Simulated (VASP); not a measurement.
Method: PBE GGA, VASP's PBE PAW potentials (set 64) (plane waves; VASP).

The input files of a VASP run:

### INCAR
```
ALGO  =  Normal
EDIFF  =  1E-6
ENCUT  =  400
GGA  =  PE
ISIF  =  2
ISMEAR  =  0
KGAMMA  =  .False.
KSPACING  =  0.8
LASPH  =  .True.
LCHARG  =  .False.
LMAXMIX  =  6
LREAL  =  .False.
LWAVE  =  .False.
NELM  =  100
PREC  =  Accurate
SIGMA  =  0.05
SYSTEM  =  PrCl3
```

**POSCAR**
```
PrCl3
1.0
  5.3426550000   0.0000000000   0.0000000000
  0.0000000000   5.3426550000   0.0000000000
  0.0000000000   0.0000000000   5.3426550000
Pr Cl
1 3
direct
  0.0000000000   0.0000000000   0.0000000000
  0.5000000000   0.0000000000   0.0000000000
  0.0000000000   0.0000000000   0.5000000000
  0.0000000000   0.5000000000   0.0000000000
```

POTCAR, in this order: Pr_3 Cl (PBE.64 set). Program: vasp_std.

Question: What will the output report for the number of irreducible k-points (NKPTS), number of bands (NBANDS), largest plane-wave count, number of space-group operations, FFT grid (NGX, NGY, NGZ)?

Answer: 
| Item | Value |
|---|---|
| number of irreducible k-points (NKPTS) | 1 |
| number of bands (NBANDS) | 20 |
| largest plane-wave count | 2782 |
| number of space-group operations | 48 |
| FFT grid (NGX, NGY, NGZ) | 36 × 36 × 36 |

The structure was generated: PrCl3 was put into the ReO3 type (Pm-3m), which need not be its known phase. The cell was not relaxed at this level. The run is one of a series of settings (KGAMMA = .FALSE., KSPACING = 0.8, KPOINTS file removed against the base run), some of them coarse on purpose. The 4f electrons are frozen in the core of the lanthanide potential, so 4f levels, which can set the real gap, and their magnetism are missing.
